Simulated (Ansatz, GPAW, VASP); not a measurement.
# One structure in several programs: Tl₂Rh₃S₂ (R-3m, 7 atoms in the cell)

Self-consistent single point.

```
Tl2Rh3S2
1.0
    2.84789     1.64423     4.69821
   -2.84789     1.64423     4.69821
    0.00000    -3.28845     4.69821
Tl Rh S
2 3 2
Direct
  0.00000   0.00000   0.00000
  0.50000   0.50000   0.50000
  0.50000   0.00000   0.00000
  0.00000   0.50000   0.00000
  0.00000   0.00000   0.50000
  0.71972   0.71972   0.71972
  0.28028   0.28028   0.28028
```

Shared settings, as Ansatz (a first-principles code) writes them: kpoints.mp_grid.grid = 6 6 6; scf.occupations.method = fermi_dirac; scf.occupations.width = 0.1 eV. Potentials and cutoffs stand in the table.

```json
[
 {"code": "GPAW", "model": "PBEsol, GPAW PAW datasets PBEsol (made by gpaw-setup)", "pressure (GPa)": "-2.60", "largest force (eV/Å)": "0.001", "cutoff": "600 eV"},
 {"code": "VASP", "model": "PBEsol, VASP's PBE PAW potentials (set 64)", "pressure (GPa)": "-3.87", "largest force (eV/Å)": "0.235", "cutoff": "300 eV"},
 {"code": "Ansatz", "model": "PBEsol, PAW files made with PBE", "pressure (GPa)": "-3.35", "largest force (eV/Å)": "0.204", "cutoff": "420 eV"}
]
```

On Ansatz's run: spin-orbit coupling is off. Spin polarisation is off; with an odd number of electrons in the cell that forces a metal, and a magnetic state may lie lower.

The spread over the programs that give each value: pressure within 1.27 GPa; largest force within 0.234 eV/Å.

Ansatz's pressure is given at a fixed set of plane waves, as the other plane-wave codes print theirs; with its correction for the finite basis it is -3.30 GPa. In the force vectors, GPAW (by 0.205) lies more than 0.08 eV/Å from the median of the plane-wave programs.

On the base mesh (5 5 5) the same programs gave: Ansatz pressure -3.34 GPa; GPAW pressure -2.58 GPa; VASP pressure -3.85 GPa.

VASP's run is marked for a possible Pulay error in its stress at this cutoff; no cutoff test was made.

The starting cell comes from a database of computed structures (which also holds hypothetical and non-ambient phases and stackings), without a prior relaxation at this level.

Left out of this page: Quantum ESPRESSO, Elk and SIESTA (not drawn, or without a comparable value).

Keys are those of Ansatz 0.2.
